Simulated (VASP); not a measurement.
ZrC (rock salt): the lattice constant a from VASP (plane waves, PAW) at several levels of theory. Static lattice.  The measured value holds thermal and zero-point effects that the static calculation lacks.

```tsv
level	lattice constant a (Å)	error against measurement
LDA	4.646	-1.1 %
PBE	4.711	+0.3 %
PBEsol	4.672	-0.5 %
SCAN	4.707	+0.2 %
r2SCAN	4.713	+0.4 %
```

Measured: 4.696 Å (as given by Guo-Xu Zhang et al., New Journal of Physics (2018), doi:10.1088/1367-2630/aac7f0).

The cell of the LDA run:

```cif
data_C4Zr4
_chemical_formula_sum 'Zr4 C4'
_space_group_name_H-M_alt 'Fm-3m'
_space_group_IT_number 225
_space_group_name_Hall '-F 4 2 3'
_cell_length_a 4.64626
_cell_length_b 4.64626
_cell_length_c 4.64626
_cell_angle_alpha 90.000
_cell_angle_beta 90.000
_cell_angle_gamma 90.000
loop_
_atom_site_label
_atom_site_type_symbol
_atom_site_symmetry_multiplicity
_atom_site_Wyckoff_symbol
_atom_site_fract_x
_atom_site_fract_y
_atom_site_fract_z
_atom_site_occupancy
Zr1 Zr 4 a 0.00000 0.00000 0.00000 1
C1 C 4 b 0.50000 0.50000 0.50000 1
```
(The calculation used a cell of 2 atoms; values per cell refer to that cell.)

Only levels that ran to the end are used. Left out are those held back, those with too coarse a band path, GW runs whose mesh misses a band edge, hybrids' fits of cells that aren't cubic and levels without matching references; a question may draw on a part of the rest.

The compound is ZrC in the rock salt structure.
